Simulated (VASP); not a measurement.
OSZICAR of a VASP run on Os (hcp):

OSZICAR:
```
       N       E                     dE             d eps       ncg     rms          rms(c)
DAV:   1     0.109145333313E+03    0.10915E+03   -0.77390E+03  3240   0.129E+03
DAV:   2    -0.151039433182E+02   -0.12425E+03   -0.11242E+03  3412   0.407E+02
DAV:   3    -0.224141785602E+02   -0.73102E+01   -0.66611E+01  3968   0.800E+01
DAV:   4    -0.226079004495E+02   -0.19372E+00   -0.18780E+00  3400   0.137E+01
DAV:   5    -0.226098874864E+02   -0.19870E-02   -0.19861E-02  3796   0.111E+00    0.247E+01
DAV:   6    -0.216502269869E+02    0.95966E+00   -0.92258E-01  3500   0.876E+00    0.120E+01
DAV:   7    -0.213292433836E+02    0.32098E+00   -0.78898E-01  3604   0.801E+00    0.478E-01
DAV:   8    -0.213232919212E+02    0.59515E-02   -0.93153E-03  3332   0.861E-01    0.294E-01
DAV:   9    -0.213223000338E+02    0.99189E-03   -0.99049E-04  3548   0.392E-01    0.357E-02
DAV:  10    -0.213223152419E+02   -0.15208E-04   -0.36744E-05  3600   0.543E-02    0.135E-02
DAV:  11    -0.213222921768E+02    0.23065E-04   -0.43922E-06  3376   0.268E-02    0.983E-04
DAV:  12    -0.213222913874E+02    0.78940E-06   -0.10015E-07  2300   0.436E-03    0.126E-03
DAV:  13    -0.213222912501E+02    0.13728E-06   -0.11049E-08  1704   0.110E-03    0.227E-04
DAV:  14    -0.213222912446E+02    0.55260E-08   -0.40155E-09  1668   0.992E-04
   1 F= -.21322291E+02 E0= -.21322626E+02  d E =-.213223E+02
       N       E                     dE             d eps       ncg     rms          rms(c)
DAV:   1    -0.213296748708E+02   -0.73836E-02   -0.94635E-01  3288   0.859E+00    0.513E-01
DAV:   2    -0.213210983937E+02    0.85765E-02   -0.10650E-02  3928   0.139E+00    0.265E-01
DAV:   3    -0.213183512509E+02    0.27471E-02   -0.49243E-03  3572   0.616E-01    0.529E-02
DAV:   4    -0.213183694310E+02   -0.18180E-04   -0.32572E-04  3384   0.235E-01    0.251E-02
DAV:   5    -0.213183671308E+02    0.23002E-05   -0.40221E-06  3936   0.214E-02    0.766E-03
DAV:   6    -0.213183672033E+02   -0.72534E-07   -0.28492E-07  2944   0.773E-03
   2 F= -.21318367E+02 E0= -.21318428E+02  d E =0.392404E-02
       N       E                     dE             d eps       ncg     rms          rms(c)
DAV:   1    -0.213286060010E+02   -0.10239E-01   -0.42999E-01  3300   0.581E+00    0.344E-01
DAV:   2    -0.213247934879E+02    0.38125E-02   -0.47692E-03  3908   0.927E-01    0.179E-01
DAV:   3    -0.213235479619E+02    0.12455E-02   -0.22524E-03  3600   0.416E-01    0.340E-02
DAV:   4    -0.213235554180E+02   -0.74561E-05   -0.14758E-04  3360   0.160E-01    0.175E-02
DAV:   5    -0.213235533258E+02    0.20922E-05   -0.19829E-06  3920   0.148E-02    0.510E-03
DAV:   6    -0.213235530136E+02    0.31218E-06   -0.15912E-07  2212   0.579E-03    0.107E-03
DAV:   7    -0.213235530070E+02    0.65411E-08   -0.22629E-08  1668   0.216E-03
   3 F= -.21323553E+02 E0= -.21323827E+02  d E =-.126176E-02
```

Task: Which electronic solver shows in the log?

Result: It is blocked Davidson (ALGO = Normal, or the opening steps of other solvers). The INCAR had ALGO = Normal.

Task: Can the final energy be trusted as converged?

Result: The calculation finished and met its thresholds. It stopped with EDIFF = 1E-7, NELM = 100, NSW = 30 and EDIFFG = -0.01 after 3 ionic steps (revPBE GGA, plane waves, VASP's PBE PAW potentials (set 64)).

The compound is Os in the hcp structure. This cell is one point of a volume scan, at 0.94 of the reference volume. Symmetry was kept, so distortions that lower it aren't found.
